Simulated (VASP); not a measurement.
# Lattice of Nb3Sn across functionals and dispersion corrections, part 4 of 4

Aim: relax Nb3Sn at several levels and hold each cell against experiment. The start is a cell from a database of measured crystal structures.

VASP 6.6.1, plane waves and PAW; the level of theory is named at each step.

Still holding for the runs below: The k-mesh is coarse for a metal.

So far. Step 7 (Relaxation with r2SCAN + rVV10): It ends at 18.48 Å³/atom, +0.3 % from the start, with 0.01 GPa left. The conventional cell has a = 5.288 Å. Against plain r2SCAN, the dispersion term moves a by -0.2 %. Step 8 (Relaxation with vdW-DF-cx): It ends at 18.20 Å³/atom, -1.2 % from the start, with -0.02 GPa left. The conventional cell has a = 5.261 Å.

## 9. Relaxation with r2SCAN + D4

This step: r2SCAN with D4; plane waves and PAW (Nb_sv, Sn_d) (VASP 6.6.1).

D4 lets the coefficients depend on atomic charges too.

Contents of INCAR:

```
SYSTEM = Nb3Sn
PREC = Accurate
ENCUT = 520
EDIFF = 1E-06
NELM = 100
ISMEAR = -1
SIGMA = 0.05
LREAL = .FALSE.
ALGO = Normal
METAGGA = R2SCAN
IVDW = 13
VDW_S6 = 1
VDW_S8 = 0.6018749
VDW_A1 = 0.51559235
VDW_A2 = 5.77342911
LASPH = .TRUE.
NBANDS = 65
LORBIT = 11
LWAVE = .FALSE.
LCHARG = .FALSE.
KPAR = 8
IBRION = 2
NSW = 60
ISIF = 3
EDIFFG = -0.01
```

Contents of POSCAR:

```
Nb3Sn
1.0
    5.2821000000      0.0000000000      0.0000000000
    0.0000000000      5.2821000000      0.0000000000
    0.0000000000      0.0000000000      5.2821000000
Nb Sn
6 2
Direct
    0.2500000000      0.0000000000      0.5000000000
    0.5000000000      0.7500000000      0.0000000000
    0.7500000000      0.0000000000      0.5000000000
    0.5000000000      0.2500000000      0.0000000000
    0.0000000000      0.5000000000      0.7500000000
    0.0000000000      0.5000000000      0.2500000000
    0.0000000000      0.0000000000      0.0000000000
    0.5000000000      0.5000000000      0.5000000000
```

Contents of KPOINTS:

```
Automatic mesh
0
Gamma
4 4 4
0 0 0
```

Potentials, in the order of the species: Nb_sv and Sn_d (PBE family, release 64).

Launch:

```
$ mpirun -np 8 vasp_std
```

The program printed:

```text
[... set-up lines as in an earlier step ...]
 entering main loop
       N       E                     dE             d eps       ncg     rms          rms(c)
[... 14 cycles as in an earlier step ...]
   1 F= -.20140565E+03 E0= -.20135611E+03  d E =-.201406E+03
[...]
N       E                     dE             d eps       ncg     rms          rms(c)
DAV:   1    -0.200514735099E+03   -0.13253E+00   -0.50743E+00  1389   0.187E+01    0.235E+00
DAV:   2    -0.200428955363E+03    0.85780E-01   -0.50798E-01  1678   0.532E+00    0.137E+00
DAV:   3    -0.200390096731E+03    0.38859E-01   -0.26934E-01  1943   0.302E+00    0.695E-01
DAV:   4    -0.200388806482E+03    0.12902E-02   -0.27447E-02  1824   0.767E-01    0.256E-01
[...]
DAV:   8    -0.200390197011E+03   -0.98203E-05   -0.52447E-05  1904   0.339E-02    0.140E-02
DAV:   9    -0.200390193165E+03    0.38459E-05   -0.79806E-06  1576   0.155E-02    0.386E-03
DAV:  10    -0.200390193924E+03   -0.75932E-06   -0.62319E-07   936   0.597E-03
   2 F= -.20140158E+03 E0= -.20135130E+03  d E =0.406711E-02
 trial-energy change:    0.004067  1 .order    0.003945   -0.009307    0.017197
 step:   0.3449(harm=  0.3512)  dis= 0.00000  next Energy=  -201.407249 (dE=-0.160E-02)
[...]
N       E                     dE             d eps       ncg     rms          rms(c)
DAV:   1    -0.200442218718E+03   -0.52026E-01   -0.21713E+00  1344   0.121E+01    0.157E+00
DAV:   2    -0.200404009879E+03    0.38209E-01   -0.21507E-01  1607   0.349E+00    0.891E-01
DAV:   3    -0.200387533705E+03    0.16476E-01   -0.11207E-01  1917   0.196E+00    0.464E-01
DAV:   4    -0.200387156971E+03    0.37673E-03   -0.11605E-02  1800   0.504E-01    0.174E-01
[...]
DAV:   8    -0.200387958509E+03    0.52443E-05   -0.19277E-05  1728   0.208E-02    0.838E-03
DAV:   9    -0.200387959974E+03   -0.14651E-05   -0.27650E-06  1184   0.983E-03    0.231E-03
DAV:  10    -0.200387959612E+03    0.36279E-06   -0.50902E-07   896   0.530E-03
   3 F= -.20140724E+03 E0= -.20135742E+03  d E =-.158945E-02
[...]
reached required accuracy - stopping structural energy minimisation
```

Wall time 85 s (8 MPI ranks of Intel Xeon 6975P-C (Granite Rapids), shared host); peak memory 2.7 GiB; 11 min of CPU time.

From OUTCAR (step 9):

```text
  Edisp (eV):   -1.01928

  Total       0.00593     0.00593     0.00593    -0.00000     0.00000     0.00000
  in kB       0.06413     0.06413     0.06413    -0.00000     0.00000     0.00000
  external pressure =        0.06 kB  Pullay stress =        0.00 kB

 POSITION                                       TOTAL-FORCE (eV/Angst)
 -----------------------------------------------------------------------------------
      1.32249     -0.00000      2.64499        -0.000000     -0.000000      0.000000
      2.64499      3.96748      0.00000        -0.000000      0.000000     -0.000000
      3.96748     -0.00000      2.64499         0.000000      0.000000     -0.000000
      2.64499      1.32249     -0.00000         0.000000     -0.000000      0.000000
      0.00000      2.64499      3.96748        -0.000000      0.000000     -0.000000
     -0.00000      2.64499      1.32249         0.000000     -0.000000      0.000000
      0.00000      0.00000      0.00000        -0.000000     -0.000000     -0.000000
      2.64499      2.64499      2.64499        -0.000000     -0.000000     -0.000000
 -----------------------------------------------------------------------------------
    total drift:                                0.000000     -0.000000      0.000000

  FREE ENERGIE OF THE ION-ELECTRON SYSTEM (eV)
  ---------------------------------------------------
  free  energy   TOTEN  =      -201.4072389014 eV

  energy  without entropy=     -201.3075936319  energy(sigma->0) =     -201.35741627

[... 2 parts as in an earlier step ...]

[... 2 further parts left out ...]
[key lines of the parts left out:]
E-fermi :  11.4045
```

It ends at 18.50 Å³/atom, +0.4 % from the start, with 0.01 GPa left. The conventional cell has a = 5.290 Å. Against plain r2SCAN, the dispersion term moves a by -0.2 %.

## 10. The cells as a table

This step: relaxed cells at several levels; plane waves and PAW (VASP 6.6.1).

No new run; the numbers come from the runs before.

Lengths are those of the conventional cell; cost is the wall time of each run, as given at its step, times its ranks, without the set-up around it. Results by level, by row:

```tsv
level	volume (Å³/atom)	change from the start (%)	a (Å)	cost (core minutes)
LDA	17.77	-3.5	5.219	7.6
PBEsol	18.12	-1.6	5.253	5.33
PBE	18.76	1.8	5.314	4.53
r2SCAN	18.62	1.1	5.301	14.7
PBE + D3(BJ)	18.08	-1.9	5.249	6.13
r2SCAN + rVV10	18.48	0.3	5.288	34.5
vdW-DF-cx	18.2	-1.2	5.261	25.1
r2SCAN + D4	18.5	0.4	5.29	11.3
```

## 11. Summary of results

```json
{"volume, LDA": "17.77 Å³/atom", "volume, PBEsol": "18.12 Å³/atom", "volume, PBE": "18.76 Å³/atom", "volume, r2SCAN": "18.62 Å³/atom", "volume, PBE + D3(BJ)": "18.08 Å³/atom", "volume, r2SCAN + rVV10": "18.48 Å³/atom", "volume, vdW-DF-cx": "18.20 Å³/atom", "volume, r2SCAN + D4": "18.50 Å³/atom"}
```

**Reading.** For Nb3Sn the levels give volumes between 17.77 Å³/atom (LDA) and 18.76 Å³/atom (PBE), a spread of 5.5 %, while the cost of the finished runs spans a factor of 7.6. Within 1 % of experiment on every length: PBEsol, PBE, r2SCAN, PBE + D3(BJ), r2SCAN + rVV10, vdW-DF-cx and r2SCAN + D4. The nearest, r2SCAN + D4, took 2.5 times the core time of PBE and lowers the largest miss from 0.39 to 0.06 %. Thermal and zero-point expansion, often some tenths of a per cent in length, bear on this order: with the measured lengths lowered by an assumed 0.4 % the nearest becomes vdW-DF-cx. The costs hold the number of ionic steps as well as the price of the functional. The closing table has room for seven levels; vdW-DF-cx stands in the table of levels alone. Adding D3(BJ) to PBE changes the volume by -3.6 % (a by -1.2 %). Adding rVV10 to r2SCAN changes the volume by -0.7 % (a by -0.2 %). Adding D4 to r2SCAN changes the volume by -0.6 % (a by -0.2 %). Pairwise corrections of the D and TS kind ignore the screening in a metal, so they may overbind here. Within 0.02 Å all end in space group Pm-3n; the runs can't lower the symmetry of the start. The k-sampling is coarse for a metal, so the Fermi level, pressures and the shape of the cell carry errors. Each is a single relaxation on the plane waves of the start cell, so larger changes of volume carry a basis-set error that was not tested here.

Computed beside measured:

| quantity | measured | LDA | PBEsol | PBE | r2SCAN | PBE + D3(BJ) | r2SCAN + rVV10 | r2SCAN + D4 |
| --- | --- | --- | --- | --- | --- | --- | --- | --- |
| lattice constant a (Å) | 5.293 | 5.219 (-1.4 %) | 5.253 (-0.8 %) | 5.314 (+0.4 %) | 5.301 (+0.1 %) | 5.249 (-0.8 %) | 5.288 (-0.1 %) | 5.290 (-0.1 %) |

Measured values from arxiv:cond-mat/0403590 (2004).

How well it matches: For the lattice constant a, of the levels listed nearest comes r2SCAN + D4 (-0.1 %, good agreement) and farthest LDA (-1.4 %, fair agreement). The grades are ours: good and fair within 0.7 and 1.5 % for the lattice constant a. For lattice constants the calculation has a static lattice, without zero-point motion or thermal expansion (measured at up to 300 K).

[Lines on the potential files, build, host, timing and source positions are cut from VASP's logs without a mark.]

[Logs are printed without paths, hosts, clocks, repeated set-up lines and the standing remarks that a program may print on its own settings, such as how far it seeks lower states.]

[Hosts, paths, dates, database ids (printed as entryN), source tags and the programs' standing remarks are cut or masked in the printed files.]

[A measured line is paired with the nearest computed mode of its activity, which favours agreement.]
